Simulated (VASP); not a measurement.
Calculation: PBE GGA, VASP's PBE PAW potentials (set 64) (plane waves; VASP).

The input files of a VASP run:

INCAR:
```
EDIFF  =  1E-6   # SCF stop (eV)
ISIF  =  3
ENCUT  =  400   # plane-wave cut-off (eV)
IBRION  =  2
GGA  =  PE   # PBE
SYSTEM  =  MgS
LREAL  =  F   # projection in real space or not
NSW  =  60   # most ionic steps
LWAVE  =  F
LCHARG  =  F
PREC  =  Accurate
LASPH  =  T   # aspherical one-centre terms
SIGMA  =  0.05   # width (eV)
ISMEAR  =  0   # Gaussian
EDIFFG  =  -0.01
NELM  =  100   # most electronic steps
ALGO  =  Normal
```

**KPOINTS**
```
Automatic mesh
0
G
 8 8 8
0 0 0
```

POSCAR:
```
MgS
1.0
  0.0000000000   2.6044000000   2.6044000000
  2.6044000000   0.0000000000   2.6044000000
  2.6044000000   2.6044000000   0.0000000000
Mg S
1 1
Cartesian
  0.0000000000   0.0000000000   0.0000000000
  2.6044000000   2.6044000000   2.6044000000
```

POTCAR, in this order: Mg S (PBE.64 set). Program: vasp_std.

Output

File OUTCAR:
```
 ion  position               nearest neighbor table
   1  0.000  0.000  0.000-   2 2.60   2 2.60   2 2.60   2 2.60   2 2.60   2 2.60
   2  0.500  0.500  0.500-   1 2.60   1 2.60   1 2.60   1 2.60   1 2.60   1 2.60
  LATTYP: Found a face centered cubic cell.
 ALAT       =     5.2088000000
 Subroutine PRICEL returns:
 Original cell was already a primitive cell.
 Subroutine GETGRP returns: Found 48 space group operations
The static configuration has the point symmetry O_h .
The dynamic configuration has the point symmetry O_h .
 Subroutine INISYM returns: Found 48 space group operations
 Subroutine IBZKPT returns following result:
 Found     29 irreducible k-points:

 Following reciprocal coordinates:
            Coordinates               Weight
  0.000000  0.000000  0.000000      1.000000
  0.125000  0.000000  0.000000      8.000000
  0.250000  0.000000  0.000000      8.000000
  0.375000  0.000000  0.000000      8.000000
  0.500000  0.000000  0.000000      4.000000
  0.125000  0.125000  0.000000      6.000000
  0.250000  0.125000  0.000000     24.000000
  0.375000  0.125000  0.000000     24.000000
  0.500000  0.125000  0.000000     24.000000
...
```

File OSZICAR:
```
       N       E                     dE             d eps       ncg     rms          rms(c)
DAV:   1     0.196445808893E+02    0.19645E+02   -0.33395E+03   480   0.666E+02
DAV:   2    -0.820655834702E+01   -0.27851E+02   -0.26673E+02   664   0.101E+02
DAV:   3    -0.890516010025E+01   -0.69860E+00   -0.69860E+00   520   0.222E+01
DAV:   4    -0.890838719783E+01   -0.32271E-02   -0.32271E-02   760   0.170E+00
DAV:   5    -0.890838952094E+01   -0.23231E-05   -0.23231E-05   592   0.438E-02    0.439E+00
DAV:   6    -0.854280561275E+01    0.36558E+00   -0.94530E-01   496   0.482E+00    0.346E+00
DAV:   7    -0.850213599935E+01    0.40670E-01   -0.23684E-01   592   0.259E+00    0.230E+00
DAV:   8    -0.850221474819E+01   -0.78749E-04   -0.13321E-02   576   0.971E-01    0.891E-01
DAV:   9    -0.850203730006E+01    0.17745E-03   -0.53142E-04   552   0.187E-01    0.277E-01
DAV:  10    -0.850207548575E+01   -0.38186E-04   -0.14485E-04   648   0.788E-02    0.134E-02
DAV:  11    -0.850207310002E+01    0.23857E-05   -0.20566E-05   544   0.235E-02    0.113E-02
DAV:  12    -0.850207309048E+01    0.95424E-08   -0.37876E-07   288   0.539E-03
   1 F= -.85020731E+01 E0= -.85020731E+01  d E =-.850207E+01
       N       E                     dE             d eps       ncg     rms          rms(c)
DAV:   1    -0.850550748394E+01   -0.34344E-02   -0.59971E-02   528   0.158E+00    0.423E-01
DAV:   2    -0.850292867311E+01    0.25788E-02   -0.75308E-03   488   0.462E-01    0.137E-01
DAV:   3    -0.850264522077E+01    0.28345E-03   -0.15771E-03   536   0.220E-01    0.914E-02
DAV:   4    -0.850263959633E+01    0.56244E-05   -0.11545E-05   536   0.296E-02    0.800E-02
DAV:   5    -0.850262459299E+01    0.15003E-04   -0.71134E-06   496   0.219E-02    0.120E-02
DAV:   6    -0.850262511041E+01   -0.51742E-06   -0.87563E-08   256   0.285E-03
   2 F= -.85026251E+01 E0= -.85026251E+01  d E =-.552020E-03
       N       E                     dE             d eps       ncg     rms          rms(c)
DAV:   1    -0.850274529779E+01   -0.12070E-03   -0.19517E-03   528   0.287E-01    0.768E-02
DAV:   2    -0.850265960752E+01    0.85690E-04   -0.24558E-04   488   0.832E-02    0.244E-02
DAV:   3    -0.850265104225E+01    0.85653E-05   -0.51497E-05   520   0.397E-02    0.173E-02
DAV:   4    -0.850265126966E+01   -0.22742E-06   -0.35033E-07   304   0.534E-03
   3 F= -.85026513E+01 E0= -.85026513E+01  d E =-.578179E-03
```

File OUTCAR:
```
------------------------ aborting loop because EDIFF is reached ----------------------------------------
  FORCE on cell =-STRESS in cart. coord.  units (eV):
  Direction    XX          YY          ZZ          XY          YZ          ZX
  --------------------------------------------------------------------------------------
  Total        0.0004718      0.0004718      0.0004718     -0.0000000      0.0000000     -0.0000000
  in kB        0.0212193      0.0212193      0.0212193     -0.0000000      0.0000000     -0.0000000
  external PRESSURE =       0.0212193 kB  Pullay stress =       0.0000000 kB
  volume of cell :       35.63
      direct lattice vectors                 reciprocal lattice vectors
     0.000000000  2.611631433  2.611631433    -0.191451211  0.191451211  0.191451211
     2.611631433  0.000000000  2.611631433     0.191451211 -0.191451211  0.191451211
     2.611631433  2.611631433  0.000000000     0.191451211  0.191451211 -0.191451211
 POSITION                                       TOTAL-FORCE (eV/Angst)
 -----------------------------------------------------------------------------------
      0.00000      0.00000      0.00000         0.000000     -0.000000     -0.000000
      2.61163      2.61163      2.61163        -0.000000      0.000000      0.000000
 -----------------------------------------------------------------------------------
    total drift:                               -0.000000     -0.000000      0.000000
  FREE ENERGIE OF THE ION-ELECTRON SYSTEM (eV)
  ---------------------------------------------------
  free  energy   TOTEN  =        -8.5026512697 eV

  energy  without entropy=       -8.5026512697  energy(sigma->0) =       -8.50265127

 reached required accuracy - stopping structural energy minimisation
```
(Selected blocks of OUTCAR.)

File CONTCAR:
```
MgS
   1.00000000000000
     0.0000000000000000    2.6116314325319618    2.6116314325319618
     2.6116314325319618    0.0000000000000000    2.6116314325319618
     2.6116314325319618    2.6116314325319618    0.0000000000000000
  Mg              S
     1     1
Direct
     0.0000000000000000    0.0000000000000000    0.0000000000000000
     0.5000000000000000    0.5000000000000000    0.5000000000000000
```

File OUTCAR:
```
 val. band max:        3.6238744623   @ k =   0.0000   0.0000   0.0000

 cond. band min:       6.3744863830   @ k =   0.5000   0.5000   0.0000


 Fermi energy:         3.9051831203

 k-point     1 :       0.0000    0.0000    0.0000
  band No.  band energies     occupation
      1      -8.9785      2.00000
      2       3.6239      2.00000
      3       3.6239      2.00000
      4       3.6239      2.00000
      5       7.2441      0.00000
      6      11.5853      0.00000
      7      11.5853      0.00000
      8      11.5853      0.00000

 k-point     2 :       0.1250    0.0000    0.0000
  band No.  band energies     occupation
      1      -8.8302      2.00000
      2       2.5837      2.00000
      3       3.5254      2.00000
      4       3.5254      2.00000
      5       8.0507      0.00000
      6      11.2582      0.00000
      7      11.8270      0.00000
      8      11.8270      0.00000

 k-point     3 :       0.2500    0.0000    0.0000
  band No.  band energies     occupation
      1      -8.4299      2.00000
      2       0.8458      2.00000
      3       3.3102      2.00000
      4       3.3102      2.00000
      5       8.5399      0.00000
      6      11.4311      0.00000
      7      11.4311      0.00000
      8      11.8631      0.00000

 k-point     4 :       0.3750    0.0000    0.0000
  band No.  band energies     occupation
      1      -7.9430      2.00000
      2      -0.5760      2.00000
      3       3.1203      2.00000
      4       3.1203      2.00000
      5       8.2900      0.00000
      6      10.7639      0.00000
      7      10.7639      0.00000
      8      13.2676      0.00000

 k-point     5 :       0.5000    0.0000    0.0000
  band No.  band energies     occupation
      1      -7.7023      2.00000
      2      -1.1443      2.00000
      3       3.0477      2.00000
      4       3.0477      2.00000
      5       8.1553      0.00000
      6      10.5176      0.00000
      7      10.5176      0.00000
...
```

The structure comes from a computed database's MgS entry (Fm-3m); how it stands against other phases isn't given here. This run relaxes it. Symmetry was kept, so distortions that lower it aren't found.
